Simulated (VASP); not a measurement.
Given:

```
CELL_PARAMETERS angstrom
      0.00000     3.15130     3.15130
      3.15130     0.00000     3.15130
      3.15130     3.15130     0.00000
ATOMIC_POSITIONS crystal
  Ba 0.00000 0.00000 0.00000
  S  0.50000 0.50000 0.50000
```

All values below come from LDA (Ceperley-Alder, Perdew-Zunger), VASP's LDA PAW potentials (set 64) (plane waves; VASP). Numerical set-up: 400 eV cut-off, 13×13×13 Γ-centred mesh, Gaussian smearing of 0.010 eV, potentials Ba_sv S.

Task: Give the direction-averaged independent-particle dielectric function (no local fields, no excitons; a broadening of 0.1 eV leaves a tail below the gap, and fine structure carries the noise of the k-mesh).

Result: 
| ħω (eV) | ε₁ | ε₂ |
|---|---|---|
| 0.00 | 5.80 | 0.00 |
| 0.30 | 5.82 | 0.01 |
| 0.60 | 5.88 | 0.03 |
| 1.00 | 6.05 | 0.06 |
| 1.30 | 6.26 | 0.09 |
| 1.70 | 6.78 | 0.21 |
| 2.00 | 7.40 | 0.86 |
| 2.40 | 7.05 | 1.91 |
| 2.70 | 6.91 | 2.08 |
| 3.00 | 6.42 | 2.24 |
| 3.40 | 6.70 | 2.58 |
| 3.70 | 6.83 | 3.44 |
| 4.10 | 6.34 | 3.45 |
| 4.40 | 6.48 | 3.93 |
| 4.80 | 6.31 | 4.45 |
| 5.10 | 5.79 | 5.97 |
| 5.40 | 5.86 | 5.62 |
| 5.80 | 4.14 | 7.82 |
| 6.10 | 2.43 | 7.18 |
| 6.50 | 2.78 | 6.64 |
| 6.80 | 0.72 | 7.78 |
| 7.20 | -0.86 | 5.85 |
| 7.50 | -0.08 | 5.70 |
| 7.90 | -1.84 | 4.67 |
ε₂ peaks at 6.0 eV (height 7.9), 6.7 eV (height 8.1); ε₁(0) averages 5.80, so the electronic refractive index below the gap tends to √5.80 = 2.41.

The compound is BaS in the rock salt structure. It was relaxed first.
